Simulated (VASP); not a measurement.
## HfB: phonons with BEEF-vdW

HfB:

```
Hf B
1.0
     0.00000    2.31000    2.31000
     2.31000    0.00000    2.31000
     2.31000    2.31000    0.00000
Hf B
1 1
Direct
  0.50000 0.50000 0.50000
  0.00000 0.00000 0.00000
```

* Program: VASP 6.6.1
* Task: phonons
* Functional: BEEF-vdW
* Potentials or basis: VASP PAW PBE potentials, release 64 (Hf_pv, B)
* Cutoff: 600 eV
* k mesh: 7 × 7 × 7
* Occupations: gaussian, width 0.01 eV
* Spin: no spin polarisation
* Further INCAR settings: ALGO = Normal; EDIFF = 1e-08; IBRION = 6; POTIM = 0.015; NSW = 1

```yaml
Relaxed_volume: 14.12 Å³/atom
Relaxed_cell: a = 3.418 Å, b = 3.418 Å, c = 3.418 Å, α = 60.00°, β = 60.00°, γ = 60.00°
Space_group_after_relaxing_to_0.05_Å: Fm-3m (No. 225)
Highest_phonon_frequency_at_Γ_LO-TO_splitting_left_out: 455 cm⁻¹
```

The path:
| step | energy change (eV) | largest force (eV/Å) | pressure (GPa) | volume (Å³) |
| --- | --- | --- | --- | --- |
| 1 | 0.0000 | 0.0000 | 30.69 | 24.65 |
| 2 | 0.1613 | 0.0000 | -22.22 | 34.07 |
| 3 | -0.3100 | 0.0000 | -1.10 | 28.43 |
| 4 | -0.3106 | 0.0000 | -0.14 | 28.27 |
| 5 | -0.3105 | 0.0000 | 0.33 | 28.19 |
| 6 | -0.3105 | 0.0000 | 0.32 | 28.20 |
| 7 | -0.3105 | 0.0000 | 0.30 | 28.20 |
| 8 | -0.3105 | 0.0000 | 0.30 | 28.20 |
| 9 | -0.3105 | 0.0000 | 0.30 | 28.20 |
| 10 | -0.3105 | 0.0000 | 0.30 | 28.20 |
| 11 | -0.3105 | 0.0000 | 0.30 | 28.20 |
| 12 | -0.3105 | 0.0000 | 0.29 | 28.20 |
| 13 | -0.3105 | 0.0000 | 0.28 | 28.20 |
| 14 | -0.3105 | 0.0000 | 0.26 | 28.20 |
| 15 | -0.3105 | 0.0000 | 0.23 | 28.21 |
| 16 | -0.3106 | 0.0000 | 0.17 | 28.22 |
| 17 | -0.3106 | 0.0000 | 0.03 | 28.24 |
| 18 | -0.3106 | 0.0000 | 0.00 | 28.25 |

Final structure:
```
CELL_PARAMETERS angstrom
0.00000 2.41719 2.41719
2.41719 0.00000 2.41719
2.41719 2.41719 0.00000
ATOMIC_POSITIONS crystal
Hf 0.50000 0.50000 0.50000
B 0.00000 0.00000 0.00000
```

Phonon frequencies in cm⁻¹ (negative: imaginary):
```
              q point        frequencies
(0.000, 0.000, 0.000)  0 0 0 455 455 455
```

It took 7.3 min on 1 thread of Intel(R) Xeon(R) Platinum 8488C (Sapphire Rapids), with other jobs on the host, peak memory 0.32 GiB.

Caveat: the PAW data sets were made with another functional, which shifts forces and pressure a little. The run has no spin-orbit coupling, so splittings on Hf are missing.
